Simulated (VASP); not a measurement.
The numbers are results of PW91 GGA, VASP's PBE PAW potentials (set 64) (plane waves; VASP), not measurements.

A VASP calculation is set up with these files.

**KPOINTS**
```
Automatic mesh
0
Gamma
9 9 9
0 0 0
```

POSCAR:
```
Si
1
    0.0000000000     2.7343593485     2.7343593485
    2.7343593485     0.0000000000     2.7343593485
    2.7343593485     2.7343593485     0.0000000000
Si
2
Direct
  0.0000000000   0.0000000000   0.0000000000
  0.2500000000   0.2500000000   0.2500000000
```

**INCAR**
```
SYSTEM=Si
PREC=Accurate; ENCUT=520; LREAL=.False.
LASPH=.True.
EDIFF=1E-7; NELM=100; ALGO=Normal
ISMEAR=-5
GGA=91
ISIF=2
LWAVE=.False.; LCHARG=.True.; LORBIT=11
NEDOS=601
```

POTCAR, in this order: Si (PBE.64 set). Program: vasp_std.

The run wrote:

OSZICAR:
```
       N       E                     dE             d eps       ncg     rms          rms(c)
DAV:   1     0.575388046924E+01    0.57539E+01   -0.33329E+03   560   0.777E+02
DAV:   2    -0.107764267368E+02   -0.16530E+02   -0.16486E+02   840   0.812E+01
DAV:   3    -0.110019847722E+02   -0.22556E+00   -0.22556E+00   776   0.115E+01
DAV:   4    -0.110029695926E+02   -0.98482E-03   -0.98482E-03   872   0.814E-01
DAV:   5    -0.110029706467E+02   -0.10541E-05   -0.10541E-05   784   0.219E-02    0.452E+00
DAV:   6    -0.108854299287E+02    0.11754E+00   -0.82780E-02   680   0.148E+00    0.278E+00
DAV:   7    -0.108306783572E+02    0.54752E-01   -0.16283E-01   696   0.218E+00    0.195E-01
DAV:   8    -0.108314815134E+02   -0.80316E-03   -0.41566E-03   632   0.474E-01    0.660E-02
DAV:   9    -0.108315783544E+02   -0.96841E-04   -0.12568E-04   856   0.914E-02    0.578E-02
DAV:  10    -0.108316010613E+02   -0.22707E-04   -0.36894E-05   640   0.433E-02    0.202E-02
DAV:  11    -0.108316005270E+02    0.53429E-06   -0.40259E-07   888   0.484E-03    0.648E-03
DAV:  12    -0.108316004814E+02    0.45629E-07   -0.99642E-08   648   0.277E-03
   1 F= -.10831600E+02 E0= -.10831600E+02  d E =0.000000E+00
```

OUTCAR:
```
------------------------ aborting loop because EDIFF is reached ----------------------------------------
  FORCE on cell =-STRESS in cart. coord.  units (eV):
  Direction    XX          YY          ZZ          XY          YZ          ZX
  --------------------------------------------------------------------------------------
  Total        0.0000872      0.0000872      0.0000872      0.0000000      0.0000000     -0.0000000
  in kB        0.0034188      0.0034188      0.0034188      0.0000000      0.0000000     -0.0000000
  external PRESSURE =       0.0034188 kB  Pullay stress =       0.0000000 kB
  volume of cell :       40.89
      direct lattice vectors                 reciprocal lattice vectors
     0.000000000  2.734359348  2.734359348    -0.182858190  0.182858190  0.182858190
     2.734359348  0.000000000  2.734359348     0.182858190 -0.182858190  0.182858190
     2.734359348  2.734359348  0.000000000     0.182858190  0.182858190 -0.182858190
 POSITION                                       TOTAL-FORCE (eV/Angst)
 -----------------------------------------------------------------------------------
      0.00000      0.00000      0.00000         0.000000      0.000000      0.000000
      1.36718      1.36718      1.36718        -0.000000     -0.000000     -0.000000
 -----------------------------------------------------------------------------------
    total drift:                               -0.000000     -0.000000     -0.000000
  FREE ENERGIE OF THE ION-ELECTRON SYSTEM (eV)
  ---------------------------------------------------
  free  energy   TOTEN  =       -10.8316004814 eV

  energy  without entropy=      -10.8316004814  energy(sigma->0) =      -10.83160048

 total charge

# of ion       s       p       d       tot
------------------------------------------
    1        0.751   0.930   0.000   1.680
    2        0.751   0.930   0.000   1.680
--------------------------------------------------
tot          1.501   1.859   0.000   3.361
```
(Selected blocks of OUTCAR.)

The compound is Si in the diamond structure. It was relaxed first.
